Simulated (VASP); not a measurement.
Energy against volume of AuAl₂ (fluorite). Method: PBE GGA with D3 dispersion (Becke-Johnson damping), VASP's PBE PAW potentials (set 64) (plane waves; VASP). Run with 520 eV cut-off, 9×9×9 Γ-centred mesh, first-order Methfessel-Paxton smearing of 0.10 eV, potentials Al Au.

| V (Å³/atom) | E (eV/atom) |
|---|---|
| 16.814 | -4.37620 |
| 17.351 | -4.39653 |
| 17.887 | -4.40293 |
| 18.424 | -4.39759 |

**Question.** Fit these four points and predict the energy of the run at 18.961 Å³/atom.

**Answer.** A cubic in V^(−2/3), the third-order Birch-Murnaghan form, passes through the four points with V0 = 17.90 Å³/atom and B0 = 116 GPa, and gives -4.3823 eV/atom there. The run gave -4.3824 eV/atom, -0.1 meV/atom from the fit; all five points give B0 = 116 GPa.

The compound is AuAl2 in the fluorite structure. It was relaxed first.
